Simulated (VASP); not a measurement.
# ZnO (P6_3mc) in VASP: dielectric tensor with r2SCAN

Aim: the dielectric tensor of ZnO with r2SCAN.

Program: VASP 6.6.1. These are calculated values, not measurements. Logs are shortened: lines on timing, memory, paths and dates and some standing lists are left out, and cuts for length are marked.

**Measured values to compare with.**

From “Electronic structure of alkaline earth and post-transition metal oxides”, 2009, arxiv:0908.1581, for a bulk crystal of ZnO: band gap 3.37 eV.

The runs below are set against these values where they give the same quantity.

### 1 The crystal as given

It takes space group P6_3mc (No. 186, hexagonal). The conventional cell has a = 3.243 Å, b = 3.243 Å, c = 5.221 Å, α = 90.00°, β = 90.00°, γ = 120.00°. Zn (site symmetry 3m) is surrounded by 4 O at 1.97 to 1.98 Å. Around O (site symmetry 3m) lie 4 Zn at 1.97 to 1.98 Å.

### 2 Dielectric tensor, r2SCAN

Input file INCAR:

```
ALGO = Normal ; EDIFF = 1E-7
ENCUT = 520 ; ISIF = 2
ISMEAR = 0 ; KPAR = 4
LASPH = T ; LCALCEPS = T
LCHARG = F ; LMIXTAU = T
LREAL = F ; LWAVE = F
METAGGA = R2SCAN ; NELM = 60
PREC = Accurate ; SIGMA = 0.02
```

Input file KPOINTS:

```
k-points
0
Gamma
  12 12 6
```

Input file POSCAR:

```
ZnO                                     
1.0
    3.2434016471      0.0000000000      0.0000000000
   -1.6217008236      2.8088682184      0.0000000000
    0.0000000000      0.0000000000      5.2210915096
  Zn              O             
     2     2
Direct
     0.3333333300000021    0.6666666699999979    0.4994200214518116
     0.6666666699999979    0.3333333300000021    0.9994200214518116
     0.6666666699999979    0.3333333300000021    0.3795899785481893
     0.3333333300000021    0.6666666699999979    0.8795899785481893
```

Potentials or basis: VASP PAW PBE potentials, release 64 (Zn, O).

On the command line:

```bash
$ cat potpaw_PBE.64/Zn/POTCAR potpaw_PBE.64/O/POTCAR > POTCAR
$ mpirun -np 4 vasp_std > vasp.out
```

OUTCAR:

```text
EDIFF = 1E-7
   ENCUT = 520
   ISIF = 2
   ISMEAR = 0
   LASPH = T
   LREAL = F
   METAGGA = R2SCAN
   NELM = 60
   PREC = Accurate

 ion  position               nearest neighbor table
   1  0.333  0.667  0.499-   3 1.97   3 1.97   3 1.97   4 1.98
   2  0.667  0.333  0.999-   4 1.97   4 1.97   4 1.97   3 1.98
   3  0.667  0.333  0.380-   1 1.97   1 1.97   1 1.97   2 1.98
   4  0.333  0.667  0.880-   2 1.97   2 1.97   2 1.97   1 1.98

  LATTYP: Found a hexagonal cell.
 ALAT       =     3.2434016471
 C/A-ratio  =     1.6097579263

  Lattice vectors:

 A1 = (   3.2434016471,   0.0000000000,   0.0000000000)
 A2 = (  -1.6217008236,   2.8088682184,   0.0000000000)
 A3 = (   0.0000000000,   0.0000000000,   5.2210915096)

Analysis of symmetry for initial positions (statically):
=====================================================================
 Subroutine PRICEL returns:
 Original cell was already a primitive cell.

 Routine SETGRP: Setting up the symmetry group for a
 hexagonal supercell.

 Subroutine GETGRP returns: Found 12 space group operations
 (whereof  6 operations were pure point group operations)
 out of a pool of 24 trial point group operations.

The static configuration has the point symmetry C_3v.
 The point group associated with its full space group is C_6v.

Analysis of symmetry for dynamics (positions and initial velocities):
=====================================================================
 Subroutine PRICEL returns:
 Original cell was already a primitive cell.

 Routine SETGRP: Setting up the symmetry group for a
 hexagonal supercell.

 Subroutine GETGRP returns: Found 12 space group operations
 (whereof  6 operations were pure point group operations)
 out of a pool of 24 trial point group operations.

The dynamic configuration has the point symmetry C_3v.
 The point group associated with its full space group is C_6v.

 Subroutine INISYM returns: Found 12 space group operations
 (whereof  6 operations are pure point group operations),
 and found     1 'primitive' translations

----------------------------------------------------------------------------------------

                                     Primitive cell
[... 143 lines left out ...]
  free energy    TOTEN  =       -36.36745155 eV

  energy without entropy =      -36.36745155  energy(sigma->0) =      -36.36745155

 E-fermi :   0.9740     XC(G=0): -11.6660

 val. band max:        0.8551313143   @ k =   0.0000   0.0000   0.0000
 cond. band min:   10000.0000000000   @ k =   0.0000   0.0000   0.0000
 fundamental gap:   9999.1448686857
 Fermi energy:         0.9740353047

 k-point     1 :       0.0000    0.0000    0.0000
  band No.  band energies     occupation
      1     -18.2331      2.00000
      2     -17.5466      2.00000
      3      -4.9706      2.00000
      4      -4.9706      2.00000
      5      -4.9068      2.00000
      6      -4.8394      2.00000
[... 589 lines left out ...]
     21   10000.0000      0.00000
     22   10000.0000      0.00000

 [... further k-points ...]

------------------------ aborting loop because EDIFF is reached ----------------------------------------

            Ionic dipole moment: p[ion]=(     0.00000     0.00000    39.37309 ) |e| Angst

 Total electronic dipole moment: p[elc]=(    -0.00000     0.00000     4.89683 ) |e| Angst

 MACROSCOPIC STATIC DIELECTRIC TENSOR (including local field effects)
 ------------------------------------------------------
           4.239084    -0.000000    -0.000000
          -0.000000     4.239084     0.000000
          -0.000000     0.000000     4.300340
 ------------------------------------------------------

 PIEZOELECTRIC TENSOR (including local field effects) (e Angst)
          XX          YY          ZZ          XY          YZ          ZX
  --------------------------------------------------------------------------------
  x     0.00000     0.00000     0.00000     0.00000    -0.00000     1.13573
  y     0.00000     0.00000     0.00000     0.00000     1.13559    -0.00000
  z     1.08828     1.08828    -2.20871    -0.00000     0.00000     0.00000

 PIEZOELECTRIC TENSOR (including local field effects) (C/m^2)
          XX          YY          ZZ          XY          YZ          ZX
  --------------------------------------------------------------------------------
  x     0.00000     0.00000     0.00000     0.00000    -0.00000     0.38255
  y     0.00000     0.00000     0.00000     0.00000     0.38251    -0.00000
  z     0.36657     0.36657    -0.74397    -0.00000     0.00000     0.00000

 BORN EFFECTIVE CHARGES (including local field effects) (in |e|, cummulative output)
 ---------------------------------------------------------------------------------
 ion    1
    1     2.06358    -0.00000     0.00000
    2    -0.00000     2.06358    -0.00000
    3     0.00000     0.00000     2.11271
 ion    2
    1     2.06358    -0.00000     0.00000
    2    -0.00000     2.06358    -0.00000
    3    -0.00000     0.00000     2.11271
 ion    3
    1    -2.06358     0.00000     0.00000
    2     0.00000    -2.06358     0.00000
    3     0.00000     0.00000    -2.11271
 ion    4
    1    -2.06358     0.00000     0.00000
    2     0.00000    -2.06358    -0.00000
    3    -0.00000     0.00000    -2.11271

  FORCE on cell =-STRESS in cart. coord.  units (eV):
  Direction    XX          YY          ZZ          XY          YZ          ZX
  --------------------------------------------------------------------------------------
  -------------------------------------------------------------------------------------
  Total       -0.0066843     -0.0066843      0.0002810      0.0000000      0.0000000      0.0000000
  in kB       -0.2251494     -0.2251494      0.0094658      0.0000000      0.0000000      0.0000000
  external PRESSURE =      -0.1469443 kB  Pullay stress =       0.0000000 kB

 VOLUME and BASIS-vectors are now :
 -----------------------------------------------------------------------------
  energy-cutoff  :      520.00
  volume of cell :       47.57
      direct lattice vectors                 reciprocal lattice vectors
     3.243401647  0.000000000  0.000000000     0.308318275  0.178007639  0.000000000
    -1.621700824  2.808868218  0.000000000     0.000000000  0.356015278  0.000000000
     0.000000000  0.000000000  5.221091510     0.000000000  0.000000000  0.191530832

 POSITION                                       TOTAL-FORCE (eV/Angst)
 -----------------------------------------------------------------------------------
     -0.00000      1.87258      2.60752         0.000000      0.000000      0.001337
      1.62170      0.93629      5.21806         0.000000      0.000000      0.001337
      1.62170      0.93629      1.98187        -0.000000      0.000000     -0.001337
     -0.00000      1.87258      4.59242         0.000000     -0.000000     -0.001337
 -----------------------------------------------------------------------------------
    total drift:                                0.000005     -0.000001     -0.078824

  FREE ENERGIE OF THE ION-ELECTRON SYSTEM (eV)
  ---------------------------------------------------
  free  energy   TOTEN  =       -36.3674515466 eV

  energy  without entropy=      -36.3674515466  energy(sigma->0) =      -36.36745155
```

OSZICAR:

```text
N       E                     dE             d eps       ncg     rms          rms(c)
DAV:   1     0.271384134454E+03    0.27138E+03   -0.19464E+04  3360   0.244E+03
DAV:   2    -0.151274233808E+02   -0.28651E+03   -0.27666E+03  3554   0.454E+02
DAV:   3    -0.460101747992E+02   -0.30883E+02   -0.30668E+02  3908   0.159E+02
[... 13 lines left out ...]
DMP:   9    -0.363674509624E+02   -0.37321E-06   -0.29960E-06  3784   0.379E-06   0.713E-06
DMP:  10    -0.363674512119E+02   -0.24956E-06   -0.17992E-06  3784   0.218E-06   0.447E-06
DMP:  11    -0.363674513822E+02   -0.17023E-06   -0.10904E-06  3784   0.127E-06   0.280E-06
DMP:  12    -0.363674514870E+02   -0.10480E-06   -0.68695E-07  3784   0.788E-07   0.179E-06
DMP:  13    -0.363674515466E+02   -0.59649E-07   -0.44754E-07  3784   0.496E-07   0.120E-06
   1 F= -.36367452E+02 E0= -.36367452E+02  d E =-.115323E-19
```

stdout:

```text
POSCAR found type information on POSCAR ZnO
 POSCAR found :  2 types and       4 ions
 scaLAPACK will be used
 -----------------------------------------------------------------------------
|                                                                             |
|                                                                             |
[... 111 lines left out ...]
dp_tot=( -0.220E-05  0.851E-02  0.271E-05 )  diag[e(oo)]=(    ---    4.23887    ---   )
 -----------------------------------------------------------------------------
|                                                                             |
|           W    W    AA    RRRRR   N    N  II  N    N   GGGG   !!!           |
|           W    W   A  A   R    R  NN   N  II  NN   N  G    G  !!!           |
|
```

It took 17 min on 4 MPI ranks of Intel Xeon 6975P-C (Granite Rapids), shared host; peak memory 1.7 GiB.

Results:

```
Band gap on the k mesh                  : 1.22 eV, direct
Electronic dielectric tensor (diagonal) : 4.24, 4.24, 4.30
Born charges (mean of the diagonal)     : Zn +2.08; O -2.08 e
```

Electronic dielectric tensor:
```
4.24 0.00 0.00
0.00 4.24 0.00
0.00 0.00 4.30
```

Born effective charge tensors (e):
atom 1, Zn
```
2.06 0.00 0.00
0.00 2.06 0.00
0.00 0.00 2.11
```
atom 2, Zn
```
2.06 0.00 0.00
0.00 2.06 0.00
0.00 0.00 2.11
```
atom 3, O
```
-2.06  0.00  0.00
 0.00 -2.06  0.00
 0.00  0.00 -2.11
```
atom 4, O
```
-2.06  0.00  0.00
 0.00 -2.06  0.00
 0.00  0.00 -2.11
```

Dipole moments of the cell (e·Å, modulo the quantum): ionic 0.000, 0.000, 39.373; electronic 0.000, 0.000, 4.897

Caveat: the PAW data sets were made with another functional, which shifts forces and pressure a little.

### 3 How close it comes

Step 2. Against the measured gap of ZnO, 3.37 eV (quoted in “Electronic structure of alkaline earth and post-transition metal oxides”, 2009, arxiv:0908.1581), the calculated 1.22 eV is off by -2.15 eV. So large a miss can be the level of theory's own, or it may mean another phase, state or a wrong row. The value is that of r2SCAN, without temperature or zero-point motion.
